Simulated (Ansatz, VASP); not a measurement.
# Cross-check of Be2Ge between VASP and Ansatz, part 2 of 2

Aim: how closely do two programs agree when they are given the same cell, functional and k mesh? The cell is generated by rule, not measured, and may not be a known phase. The cell is taken from a series of runs on this material, whose earlier steps may have relaxed, scaled, displaced or heated it; both programs get it as it stands.

VASP 6.6.1 and Ansatz 0.2.0.

So far: The starting structure; VASP: zone-centre phonons, PBEsol.

The structure was built from a prototype and need not be the compound's stable phase.

## (3) Ansatz: zone-centre phonons, PBEsol

Level of this step: Ansatz beside VASP: Kohn-Sham DFT, plane waves, PBEsol (Ansatz).

Ansatz runs on its default PAW (the set named soft_2) files.

The same cell, functional, mesh and smearing now go to Ansatz, which takes its cutoff from its data sets.

Input file input.yaml:

```yaml
crystal:
  lattice:
    - [0.0, -2.7518520573, -2.7518520573]
    - [0.0, 2.6680322106, -2.6680322106]
    - [5.1053997748, 0.0, 0.0]
  atoms:
    - { symbol: Ge, position: [0.4439039287, 0.5, 0.5] }
    - { symbol: Ge, position: [0.0560960713, 0.0, 0.0] }
    - { symbol: Be, position: [-0.0615342748, 0.5, 0.7493757186] }
    - { symbol: Be, position: [0.5615342748, 0.0, 0.2493757186] }
    - { symbol: Be, position: [-0.0615342748, 0.5, 0.2506242814] }
    - { symbol: Be, position: [0.5615342748, 0.0, 0.7506242814] }
kpoints:
  mp_grid: { grid: [8, 8, 6] }
hamiltonian:
  xc: pbesol
scf:
  occupations: { method: methfessel_paxton, width: 0.15 }
output:
  eigenvalues: true
phonons:
  method: dfpt
```

Started as:

```sh
> ansatz run input.yaml --threads 4 --pin off --max-ram 7168MiB --backend cpu --events-out ev --progress --plain --runs-dir out
```

Numbers of over 12 decimals in the logs are rounded to 6 here.

The log of the run:

```text
Engine: ansatz 0.2.0, x86_64-unknown-linux-gnu
Pseudopotentials: kind: paw
Pseudopotential: Ge, paw, valence charge 14, recommended cutoff 420 eV (normal), Ge.paw.azcp
Pseudopotential: Be, paw, valence charge 2, recommended cutoff 420 eV (normal), Be.paw.azcp
Functional definition: PBEsol
  exchange = pbesol_x
  correlation = pbesol_c
Crystal: 6 atoms, lattice volume = 74.968 Å³
Basis set: ecut = 420 eV, 1477 PW (Γ), exchange–correlation on 60×60×72 points (8 copies of the dense FFT grid, shifted against one another)
Bands: 24, of which v1, the nominal top of the filled ones, is band 18 counted from 1 (17 counted from 0)
Symmetry: 8 space group operations
k-points: 196 of 384 (irreducible under 1 space group operation, time reversal used)
Non-local potential: Ge, projectors of the file, l = 0: 2, l = 1: 2, l = 2: 3, l = 3: 1
Non-local potential: Be, projectors of the file, l = 0: 2, l = 1: 2, l = 2: 1
PAW form: soft (Blöchl's): semilocal exchange-correlation on the pseudo side does not see the compensation charge
PAW frozen core: Ge, regenerated for the run's functional, and the local potential with it (the file was generated under x = pbe(κ = 0.804, μ = 0.219515), c = pbe(β = 0.066725))
PAW frozen core: Be, regenerated for the run's functional, and the local potential with it (the file was generated under x = pbe(κ = 0.804, μ = 0.219515), c = pbe(β = 0.066725))
PAW one-centre angular grid: Ge, 590 points (default); XC on 64 Gauss nodes
PAW one-centre angular grid: Be, 110 points (default); XC on 64 Gauss nodes
Initial density: superposition of atomic densities (neutral atoms: chi_scale 0, normalization atom), corrected by the library's trained network
Initial wavefunctions: pseudopotential atomic-orbital guess
Functional: x = pbesol(κ = 0.804, μ = 0.123457), c = pbesol(β = 0.046)
SCF iter   1: F=—  HF=-8867.129836 eV  |F-HF|=—  |Δ(HF+E_count)|=         —  Δρ=2.50e-3  dr2=6.11e-3  ethr=1.77e-3  ⟨swp⟩=6.1  Hψ=22127  notcnv=0
preconditioner: auto → Kerker (q_TF=auto, 2.414 Å⁻¹)  [metal: Δε(μ)=0.025 eV  Ē_g=19.111 eV  σ=0.150 eV  W_gap=0.14  n_scr=18 (ndim 8)  ℏωp=25.7 eV  f_vac=0.000  D(μ)=0.26/eV (n_scr^D=0)]
SCF iter   2: F=—  HF=-8867.127511 eV  |F-HF|=—  |Δ(HF+E_count)|=   2.32e-3  S|Δr|=    0.00e0  Δρ=1.84e-3  dr2=2.63e-3  ethr=1.70e-5  ⟨swp⟩=1.9  Hψ=7462  notcnv=0
SCF iter   3: F=—  HF=-8867.127756 eV  |F-HF|=—  |Δ(HF+E_count)|=   2.45e-4  S|Δr|=    0.00e0  Δρ=1.06e-3  dr2=8.10e-4  ethr=7.31e-6  ⟨swp⟩=2.1  Hψ=7002  notcnv=0
SCF iter   4: F=—  HF=-8867.127208 eV  |F-HF|=—  |Δ(HF+E_count)|=   5.48e-4  S|Δr|=    0.00e0  Δρ=5.37e-4  dr2=2.19e-4  ethr=2.25e-6  ⟨swp⟩=2.0  Hψ=6447  notcnv=0
SCF iter   5: F=—  HF=-8867.127156 eV  |F-HF|=—  |Δ(HF+E_count)|=   5.16e-5  S|Δr|=    0.00e0  Δρ=1.28e-4  dr2=1.41e-5  ethr=6.07e-7  ⟨swp⟩=2.2  Hψ=7892  notcnv=0
SCF iter   6: F=—  HF=-8867.127159 eV  |F-HF|=—  |Δ(HF+E_count)|=   2.82e-6  S|Δr|=    0.00e0  Δρ=3.17e-5  dr2=4.85e-7  ethr=3.93e-8  ⟨swp⟩=2.1  Hψ=5837  notcnv=0
SCF iter   7: F=—  HF=-8867.127159 eV  |F-HF|=—  |Δ(HF+E_count)|=   3.38e-7  S|Δr|=    0.00e0  Δρ=9.20e-6  dr2=5.02e-8  ethr=1.35e-9  ⟨swp⟩=2.6  Hψ=8666  notcnv=0
SCF iter   8: F=—  HF=-8867.127159 eV  |F-HF|=—  |Δ(HF+E_count)|=   1.95e-8  S|Δr|=    0.00e0  Δρ=3.15e-6  dr2=5.14e-9  ethr=1.40e-10  ⟨swp⟩=2.3  Hψ=7916  notcnv=0
SCF iter   9: F=—  HF=-8867.127159 eV  |F-HF|=—  |Δ(HF+E_count)|=   3.19e-9  S|Δr|=    0.00e0  Δρ=7.79e-7  dr2=3.32e-10  ethr=1.43e-11  ⟨swp⟩=2.0  Hψ=7686  notcnv=0
SCF iter  10: F=-8867.127159 eV  HF=-8867.127159 eV  |F-HF|=1.82e-12  |Δ(HF+E_count)|=  2.04e-10  S|Δr|=    0.00e0  Δρ=4.06e-8  dr2=1.44e-12  ethr=1.00e-12  ⟨swp⟩=7.2  Hψ=25815  notcnv=0
SCF 1 converged in 10 iterations: F = -8867.127159 eV  dr2 = 1.44e-12
  greatest PAW one-centre occupation: 0.998 electrons in one spin orbital (limit 2), on the Ge atom at site 1 (counted from 0), in its partial waves of l = 2
DFPT response loops at Γ: preconditioner auto → Kerker (q_TF=auto, 2.414 Å⁻¹) (partly filled bands, converged f_vac=0.000); β = 1.00, the filter's whole step (`scf.mixing.beta` (0.50) is not read by the response loops under this deck's `scf.mixing.preconditioner`; to damp them name `kerker` or `kerker_dos`, under which they read `scf.mixing.beta`, and type it under 1.00, their step now; both keys bind the ground state too); Broyden in place of MSR1
SCF converged after 10 iterations
Stability not checked: this state was not tested for a lower state beside it, because cold or Methfessel-Paxton smearing, or corrected tetrahedra, fill the levels in a way that the test cannot read (fill_not_monotonic; see scf.lower_state_search)
Free energy (F): -8867.127159 eV
Harris-Foulkes:  -8867.127159 eV  (|F-HF|=1.82e-12)
Internal energy: -8867.127781 eV  (E = F + TS)
E sigma→0 (E₀):  -8867.127314 eV
Entropy (-TS):   0.000622 eV (0.104 meV/atom)
Fermi energy:    8.996209 eV
--- Per-component energies (eV) ---
  E_band       = -255.262254
  E_kinetic    = 304.045091
  E_local      = -5048.544422  (includes V_loc(G=0)·N_el)
  E_nonlocal   = 860.223235
  E_hartree    = 2238.971784
  E_xc         = -228.097214
  E_vxc        = -212.493112  (∫ρ·V_xc dr)
  E_paw        = -4189.101482  (= ΣΔE_a)
  E_vpaw       = -636.437240  (= ΣTr[D̂ρ^β])
  E_aug_tail   = 0.000599  (compensation charges beyond the density's cutoff)
  E_ewald      = -2806.499368
  E_core_change = 1.873998  (= ΣΔE_core)
  E_smearing   = 0.000622  (= −TS)
  E_closure    = -0.000000  (closes the sum)
  Σ components = -8867.127159   (vs F -8867.127159, Δ=0.00e0)
--- Band table (eV; the first three rows and the last of 196) ---
  k-point 0: bands = [... 14 lower, 5.0036, 7.5688, 8.9982, 9.9000, 10.0583, 10.1025, 10.2238, 10.2430, ... 2 higher]
  k-point 1: bands = [... 14 lower, 5.1578, 7.5677, 8.6812, 8.8087, 9.2670, 9.4408, 9.8884, 11.6633, ... 2 higher]
  k-point 2: bands = [... 14 lower, 5.6173, 7.0199, 7.4052, 7.9443, 8.6739, 9.5267, 9.8276, 12.5237, ... 2 higher]
  k-point 195: bands = [... 14 lower, 3.3555, 3.3555, 4.0278, 4.0278, 13.1602, 13.1602, 13.3531, 13.3531, ... 2 higher]
--- Phonons (Γ-DFPT): 4 representative perturbations + reference, on 196 of 384 k-points (Σ response iterations 14) ---
  k mesh reduced under 1 symmetry operation, with k and −k counted as one. Each operation leaves every solved perturbation unchanged. A smaller set is not used because it would not reduce the number of displacements times k-points to solve
  ASR residual: 7.924e-5 → 0.000e0 eV/Å²; symmetrization residual: 4.609e-6 eV/Å²
  ASR residual per site (eV/Å²): 6.62e-6 6.62e-6 7.92e-5 7.92e-5 7.92e-5 7.92e-5
  Γ frequencies (cm⁻¹): 0.00 0.00 0.00 103.69 130.30 194.48 324.98 348.83 358.91 377.23 387.95 417.17 418.14 447.25 454.88 458.31 472.31 550.06
  non-analytic LO–TO correction: not included (Born effective charges unavailable; polar crystals: no LO–TO splitting at Γ)
```

Reading the cycles: dr2 is the Hartree energy of the density residual (eV), the measure of convergence; HF is the Harris–Foulkes estimate of the energy, which meets the free energy F at convergence.

## (4) Comparison

Known differences besides the potentials themselves: the cutoff is 420 eV in Ansatz and 600 eV in VASP; Ansatz makes its cores anew for this functional, VASP keeps those of its PBE data sets. Total energies have different zeros and are not compared.

The two programs side by side:

| quantity | Ansatz | VASP | difference |
| --- | --- | --- | --- |
| optical mode 1 (cm⁻¹) | 103.7 | 103.2 | +0.51 % |
| optical mode 2 (cm⁻¹) | 130.3 | 129.8 | +0.36 % |
| optical mode 3 (cm⁻¹) | 194.5 | 196.9 | -1.22 % |
| optical mode 4 (cm⁻¹) | 325.0 | 325.7 | -0.21 % |
| optical mode 5 (cm⁻¹) | 348.8 | 349.6 | -0.23 % |
| optical mode 6 (cm⁻¹) | 358.9 | 359.3 | -0.12 % |
| optical mode 7 (cm⁻¹) | 377.2 | 377.8 | -0.16 % |
| optical mode 8 (cm⁻¹) | 387.9 | 393.5 | -1.40 % |
| optical mode 9 (cm⁻¹) | 417.2 | 418.2 | -0.24 % |
| optical mode 10 (cm⁻¹) | 418.1 | 419.2 | -0.26 % |
| optical mode 11 (cm⁻¹) | 447.2 | 449.1 | -0.41 % |
| optical mode 12 (cm⁻¹) | 454.9 | 456.8 | -0.43 % |
| optical mode 13 (cm⁻¹) | 458.3 | 459.4 | -0.25 % |
| optical mode 14 (cm⁻¹) | 472.3 | 475.0 | -0.57 % |
| optical mode 15 (cm⁻¹) | 550.1 | 554.1 | -0.73 % |

Modes are paired by rising frequency, not by their patterns, so a pair may set unlike modes beside each other; they are those without the splitting of longitudinal modes.

## (5) Results

```
r.m.s. difference of the optical zone-centre modes, each program's sorted by frequency (zone-centre phonons, PBEsol) : 2.2 cm⁻¹
difference in optical mode 8 (zone-centre phonons, PBEsol)                                                           : -1.4 %
```

What this shows: The r.m.s. difference of the optical zone-centre modes, each program's sorted by frequency is 2.2 cm⁻¹ (zone-centre phonons, PBEsol). Among the rows given in per cent, the largest difference of the zone-centre phonons, PBEsol pair is in optical mode 8, -1.4 %. Such differences can come from data sets, numerical settings and the points named under the comparisons, not from the functional's error against experiment.

[Lines on the potential files, build, host, timing and source positions are cut from VASP's logs without a mark.]

[Logs are printed without paths, hosts, clocks, repeated set-up lines and the standing remarks that a program may print on its own settings, such as how far it seeks lower states.]

[Hosts, paths, dates, database ids (printed as entryN), source tags and the programs' standing remarks are cut or masked in the printed files.]
